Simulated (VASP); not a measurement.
Consider the following.

```
CELL_PARAMETERS angstrom
      0.00000     2.45166     2.45166
      2.45166     0.00000     2.45166
      2.45166     2.45166     0.00000
ATOMIC_POSITIONS crystal
  B  0.00000 0.00000 0.00000
  As 0.25000 0.25000 0.25000
```

Computed with optB86b-vdW, VASP's PBE PAW potentials (set 64) (plane waves; VASP 6.6.1). Settings: 520 eV cut-off, 9×9×9 Γ-centred mesh, Gaussian smearing of 0.050 eV, potentials B As.

Task: Predict the energy per atom (σ→0), pressure.

Result: 
* **energy per atom (σ→0)**: -4662 meV/atom
* **pressure**: -6.91 GPa

The absolute energy has meaning only against runs of the same code, potentials and settings.

The compound is BAs in the zinc blende structure. This cell is one point of a volume scan, at 1.06 of the reference volume.
